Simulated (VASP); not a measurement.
Computed with PBEsol GGA, VASP's PBE PAW potentials (set 64) (plane waves; VASP).

A VASP calculation is set up with these files.

### POSCAR
```
In
1
   -1.6052835096     1.6052835096     2.4739251669
    1.6052835096    -1.6052835096     2.4739251669
    1.6052835096     1.6052835096    -2.4739251669
In
1
Direct
  0.0000000000   0.0000000000   0.0000000000
```

**KPOINTS**
```
kpoints
0
gamma
 14 14 14
```

**INCAR**
```
SYSTEM = In
PREC = Accurate; ENCUT = 400; LREAL = .FALSE.
LASPH = .TRUE.
EDIFF = 1E-8; NELM = 100; ALGO = Normal
LMAXMIX = 4
ISMEAR = 1; SIGMA = 0.1
GGA = PS
IBRION = 1; NSW = 30; ISIF = 2
EDIFFG = -0.001
LWAVE = .FALSE.; LCHARG = .FALSE.
```

POTCAR, in this order: In_d (PBE.64 set). Program: vasp_std.

Q: What will the output report for the number of irreducible k-points (NKPTS), largest plane-wave count, number of space-group operations, FFT grid (NGX, NGY, NGZ)?

A: 
| Item | Value |
|---|---|
| number of irreducible k-points (NKPTS) | 244 |
| largest plane-wave count | 476 |
| number of space-group operations | 16 |
| FFT grid (NGX, NGY, NGZ) | 24 × 24 × 24 |

The compound is In in the bct structure. It was relaxed first. The start is the result of an earlier pass.
